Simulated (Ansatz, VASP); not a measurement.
# MgSiS3 in two plane-wave programs, part 2 of 2

Wanted: the spread between two codes on one cell, functional and k mesh. The cell is generated by rule, not measured, and may not be a known phase. The cell is taken from a series of runs on this material, whose earlier steps may have relaxed, scaled, displaced or heated it; both programs get it as it stands.

VASP 6.6.1 and Ansatz 0.2.0.

So far: The structure; VASP: zone-centre phonons, LDA.

The structure was built from a prototype and need not be the compound's stable phase.

## Step 3: Ansatz: zone-centre phonons, LDA

Level of this step: Ansatz beside VASP: Kohn-Sham DFT, plane waves, LDA (Ansatz).

Ansatz runs on its PAW soft_1 files.

The same cell, functional (in two slightly different forms), mesh and smearing now go to Ansatz, which takes its cutoff from its data sets.

File input.yaml:

```yaml
crystal:
  lattice:
    - [4.4685187904, 0.0, 0.0]
    - [0.0, 4.4685187904, 0.0]
    - [0.0, 0.0, 4.4685187904]
  atoms:
    - { symbol: Mg, position: [0.0, 0.0, 0.0] }
    - { symbol: Si, position: [0.5, 0.5, 0.5] }
    - { symbol: S, position: [0.5, 0.5, 0.0] }
    - { symbol: S, position: [0.5, 0.0, 0.5] }
    - { symbol: S, position: [0.0, 0.5, 0.5] }
kpoints:
  mp_grid: { grid: [8, 8, 8] }
hamiltonian:
  xc: lda
  pseudopotentials: { kind: paw, azcp: { folder: soft_1 }, xc_functional: pbe }
scf:
  occupations: { method: methfessel_paxton, width: 0.2 }
output:
  eigenvalues: true
phonons:
  method: dfpt
```

Started as:

```console
$ ansatz run input.yaml --threads 4 --pin off --max-ram 16384MiB --backend cpu --events-out ev --progress --plain --runs-dir out
```

Numbers of over 12 decimals in the logs are rounded to 6 here.

Log:

```text
zone centre: on kpoints.mp_grid the ground state, and the responses unless they are solved on pairs of k-points, stand on 125 of the mesh's 512 k-points, reduced under 8 symmetry operations, with k and −k counted as one. Each operation leaves every solved displacement unchanged or reverses it
Engine: ansatz 0.2.0, aarch64-unknown-linux-gnu
Pseudopotentials: kind: paw
Pseudopotential: Mg, paw, valence charge 10, recommended cutoff 420 eV (normal), soft_1/Mg.paw.azcp
Pseudopotential: Si, paw, valence charge 4, recommended cutoff 420 eV (normal), soft_1/Si.paw.azcp
Pseudopotential: S, paw, valence charge 6, recommended cutoff 420 eV (normal), soft_1/S.paw.azcp
Functional definition: SPW92
  exchange = slater_x
  correlation = pw_c
Crystal: 5 atoms, lattice volume = 89.226 Å³
Basis set: ecut = 420 eV, 1743 PW (Γ), exchange–correlation on 60×60×60 points (8 copies of the dense FFT grid, shifted against one another)
Bands: 21, of which v1, the nominal top of the filled ones, is band 16 counted from 1 (15 counted from 0)
Symmetry: 48 space group operations
k-points: 125 of 512 (irreducible under 8 space group operations)
Non-local potential: Mg, projectors of the file, l = 0: 3, l = 1: 2, l = 2: 1
Non-local potential: Si, projectors of the file, l = 0: 2, l = 1: 2, l = 2: 1
Non-local potential: S, projectors of the file, l = 0: 2, l = 1: 2, l = 2: 1
PAW form: soft (Blöchl's): semilocal exchange-correlation on the pseudo side does not see the compensation charge
PAW frozen core: Mg, regenerated for the run's functional, and the local potential with it (the file was generated under x = pbe(κ = 0.804, μ = 0.219515), c = pbe(β = 0.066725))
PAW frozen core: Si, regenerated for the run's functional, and the local potential with it (the file was generated under x = pbe(κ = 0.804, μ = 0.219515), c = pbe(β = 0.066725))
PAW frozen core: S, regenerated for the run's functional, and the local potential with it (the file was generated under x = pbe(κ = 0.804, μ = 0.219515), c = pbe(β = 0.066725))
PAW one-centre angular grid: Mg, 110 points (default); XC on 64 Gauss nodes
PAW one-centre angular grid: Si, 110 points (default); XC on 64 Gauss nodes
PAW one-centre angular grid: S, 110 points (default); XC on 64 Gauss nodes
Initial density: superposition of atomic densities (chi_scale 0.1, normalization cell, long waves kept (reshape's long-wave potential 0.01 eV rms))
Initial wavefunctions: pseudopotential atomic-orbital guess
Functional: x = slater, c = lda
SCF iter   1: F=—  HF=-5120.434134 eV  |F-HF|=—  |Δ(HF+E_count)|=         —  Δρ=3.31e-2  dr2=7.39e-1  ethr=3.10e-3  ⟨swp⟩=6.6  Hψ=15345  notcnv=0
preconditioner: auto → Kerker (q_TF=auto, 2.300 Å⁻¹)  [metal: Δε(μ)=0.020 eV  Ē_g=9.517 eV  σ=0.200 eV  W_gap=0.08  n_scr=18 (ndim 8)  ℏωp=19.3 eV  f_vac=0.000  D(μ)=2.31/eV (n_scr^D=18)]
SCF iter   2: F=—  HF=-5120.286498 eV  |F-HF|=—  |Δ(HF+E_count)|=   1.48e-1  S|Δr|=    0.00e0  Δρ=1.77e-2  dr2=2.01e-1  ethr=2.31e-3  ⟨swp⟩=2.0  Hψ=3930  notcnv=0  defer=33
SCF iter   3: F=—  HF=-5120.260005 eV  |F-HF|=—  |Δ(HF+E_count)|=   2.65e-2  S|Δr|=    0.00e0  Δρ=2.88e-3  dr2=7.73e-3  ethr=6.27e-4  ⟨swp⟩=3.0  Hψ=4823  notcnv=0  defer=33
SCF iter   4: F=—  HF=-5120.260118 eV  |F-HF|=—  |Δ(HF+E_count)|=   1.13e-4  S|Δr|=    0.00e0  Δρ=6.90e-4  dr2=9.79e-4  ethr=2.42e-5  ⟨swp⟩=2.5  Hψ=3835  notcnv=0  defer=33
SCF iter   5: F=—  HF=-5120.259904 eV  |F-HF|=—  |Δ(HF+E_count)|=   2.14e-4  S|Δr|=    0.00e0  Δρ=2.26e-4  dr2=4.58e-5  ethr=3.06e-6  ⟨swp⟩=2.4  Hψ=4014  notcnv=0  defer=33
SCF iter   6: F=—  HF=-5120.259882 eV  |F-HF|=—  |Δ(HF+E_count)|=   2.22e-5  S|Δr|=    0.00e0  Δρ=6.72e-5  dr2=4.42e-6  ethr=1.43e-7  ⟨swp⟩=2.1  Hψ=4392  notcnv=0  defer=33
SCF iter   7: F=—  HF=-5120.259881 eV  |F-HF|=—  |Δ(HF+E_count)|=   1.31e-6  S|Δr|=    0.00e0  Δρ=1.36e-5  dr2=2.52e-7  ethr=1.38e-8  ⟨swp⟩=2.3  Hψ=4403  notcnv=0  defer=33
SCF iter   8: F=—  HF=-5120.259879 eV  |F-HF|=—  |Δ(HF+E_count)|=   1.31e-6  S|Δr|=    0.00e0  Δρ=1.91e-6  dr2=4.01e-9  ethr=7.87e-10  ⟨swp⟩=2.3  Hψ=4601  notcnv=0  defer=48
SCF iter   9: F=—  HF=-5120.259879 eV  |F-HF|=—  |Δ(HF+E_count)|=  2.25e-10  S|Δr|=    0.00e0  Δρ=4.14e-7  dr2=2.02e-10  ethr=1.25e-11  ⟨swp⟩=2.7  Hψ=4504  notcnv=0  defer=48
SCF iter  10: F=-5120.259879 eV  HF=-5120.259879 eV  |F-HF|=9.09e-13  |Δ(HF+E_count)|=  3.64e-12  S|Δr|=    0.00e0  Δρ=9.15e-8  dr2=8.87e-12  ethr=1.00e-12  ⟨swp⟩=9.2  Hψ=15228  notcnv=0
SCF 1 converged in 10 iterations: F = -5120.259879 eV  dr2 = 8.87e-12
  greatest PAW one-centre occupation: 1.000 electrons in one spin orbital (limit 2), on the Mg atom at site 0 (counted from 0), in its partial waves of l = 0
DFPT response loops at Γ: preconditioner auto → Kerker (q_TF=auto, 2.300 Å⁻¹) (partly filled bands, converged f_vac=0.000); β = 1.00, the filter's whole step (`scf.mixing.beta` (0.50) is not read by the response loops under this deck's `scf.mixing.preconditioner`; to damp them name `kerker` or `kerker_dos`, under which they read `scf.mixing.beta`, and type it under 1.00, their step now; both keys bind the ground state too); Broyden in place of MSR1
SCF converged after 10 iterations
Stability not checked: this state was not tested for a lower state beside it, because cold or Methfessel-Paxton smearing, or corrected tetrahedra, fill the levels in a way that the test cannot read (fill_not_monotonic; see scf.lower_state_search)
Free energy (F): -5120.259879 eV
Harris-Foulkes:  -5120.259879 eV  (|F-HF|=9.09e-13)
Internal energy: -5120.262792 eV  (E = F + TS)
E sigma→0 (E₀):  -5120.260607 eV
Entropy (-TS):   0.002912 eV (0.582 meV/atom)
Fermi energy:    7.276201 eV
--- Per-component energies (eV) ---
  E_band       = -327.546740
  E_kinetic    = 437.156316
  E_local      = -2018.316507  (includes V_loc(G=0)·N_el)
  E_nonlocal   = 325.344380
  E_hartree    = 671.864803
  E_xc         = -349.665908
  E_vxc        = -334.636892  (∫ρ·V_xc dr)
  E_paw        = -2497.066767  (= ΣΔE_a)
  E_vpaw       = -80.823546  (= ΣTr[D̂ρ^β])
  E_aug_tail   = -0.000111  (compensation charges beyond the density's cutoff)
  E_ewald      = -1690.273399
  E_core_change = 0.694403  (= ΣΔE_core)
  E_smearing   = 0.002912  (= −TS)
  E_closure    = -0.000000  (closes the sum)
  Σ components = -5120.259879   (vs F -5120.259879, Δ=0.00e0)
--- Band table (eV; the first three rows and the last of 125) ---
  k-point 0: bands = [... 12 lower, 6.0030, 6.0030, 6.1034, 6.1034, 6.1034, 8.4819, 11.3011, 11.3011, ... 1 higher]
  k-point 1: bands = [... 12 lower, 5.7496, 5.7496, 5.8485, 6.0814, 6.0814, 9.0371, 11.3721, 11.7657, ... 1 higher]
  k-point 2: bands = [... 12 lower, 5.1452, 5.4216, 5.5164, 6.1221, 6.1221, 10.0278, 11.5644, 11.8511, ... 1 higher]
  k-point 124: bands = [... 12 lower, 5.2964, 6.6452, 7.8567, 7.8567, 7.8567, 9.8438, 9.8438, 9.8438, ... 1 higher]
--- Phonons (Γ-DFPT): 4 representative perturbations + reference, on 125 of 512 k-points (Σ response iterations 12) ---
  k mesh reduced under 8 symmetry operations, with k and −k counted as one. Each operation leaves every solved displacement unchanged or reverses it
  ASR residual: 3.779e-5 → 0.000e0 eV/Å²; symmetrization residual: 6.753e-6 eV/Å²
  ASR residual per site (eV/Å²): 3.78e-5 7.37e-6 1.41e-5 1.41e-5 1.41e-5
  Γ frequencies (cm⁻¹): -229.69 -229.69 -229.69 -179.10 -179.10 -179.10 -19.60 -19.60 -19.60 0.00 0.00 0.00 409.31 409.31 409.31
  non-analytic LO–TO correction: not included (Born effective charges unavailable; polar crystals: no LO–TO splitting at Γ)
```

In the SCF lines HF is the Harris–Foulkes energy and dr2 the Hartree energy of the density residual, in eV; the loop may stop once dr2 is under the threshold and the program's other checks hold. Hψ counts applications of the Hamiltonian.

## Step 4: Differences

Known differences besides the potentials themselves: the two LDA forms differ slightly; the data sets hold 32 valence electrons in Ansatz (on its PAW soft_1 files) and 24 in VASP; the cutoff is 420 eV in Ansatz and 600 eV in VASP; VASP's log shows a relativistic correction to its local exchange, Ansatz's none. Total energies have different zeros and are not compared.

Compared:

```csv
quantity,Ansatz,VASP,difference
"optical mode 1 to 3 (imaginary, printed as negative) (cm⁻¹)",-229.7,-229.1,-0.6
"optical mode 4 to 6 (imaginary, printed as negative) (cm⁻¹)",-179.1,-179.4,+0.3
"optical mode 7 to 9 (imaginary, printed as negative) (cm⁻¹)",-19.6,-26.9,+7.3
optical mode 10 to 12 (cm⁻¹),409.3,407.7,+0.40 %
```

Modes are paired by rising frequency, not by their patterns, so a pair may set unlike modes beside each other; they are those without the splitting of longitudinal modes.

## Step 5: Other set-ups

Further runs change the set-up of one program: Ansatz's method, potentials or start, or VASP's data sets, cutoff or form of LDA. The table gives Ansatz less VASP for each quantity, since a change that brings one quantity closer may part another.

```csv
run,"optical mode 1 to 3 (imaginary, printed as negative) (cm⁻¹)","optical mode 4 to 6 (imaginary, printed as negative) (cm⁻¹)","optical mode 7 to 9 (imaginary, printed as negative) (cm⁻¹)",optical mode 10 to 12 (%)
as above,-0.56,0.26,7.3,0.40
"VASP with the data sets Mg_sv, Si and S and a cutoff of 620 eV",-1.1,4.7,19,0.41
```

## Step 6: Results

| Quantity | Value |
| --- | --- |
| r.m.s. difference of the optical zone-centre modes, each program's sorted by frequency (zone-centre phonons, LDA) | 3.8 cm⁻¹ |

**Reading.** The r.m.s. difference of the optical zone-centre modes, each program's sorted by frequency is 3.8 cm⁻¹ (zone-centre phonons, LDA). The data sets hold unlike numbers of valence electrons (32 in Ansatz and 24 in VASP), so part of the differences comes from the potentials. Zone-centre phonons, LDA, VASP with the data sets Mg_sv, Si and S and a cutoff of 620 eV: the difference in optical mode 1 to 3 (imaginary, printed as negative) goes from -0.56 to -1.1 cm⁻¹; the difference in optical mode 4 to 6 (imaginary, printed as negative) goes from 0.26 to 4.7 cm⁻¹; the difference in optical mode 7 to 9 (imaginary, printed as negative) goes from 7.3 to 19 cm⁻¹. How closely two codes agree says nothing of how well the functional describes the real material.

[Lines on the potential files, build, host, timing and source positions are cut from VASP's logs without a mark.]

[Logs are printed without paths, hosts, clocks, repeated set-up lines and the standing remarks that a program may print on its own settings, such as how far it seeks lower states.]

[Hosts, paths, dates, database ids (printed as entryN), source tags and the programs' standing remarks are cut or masked in the printed files.]
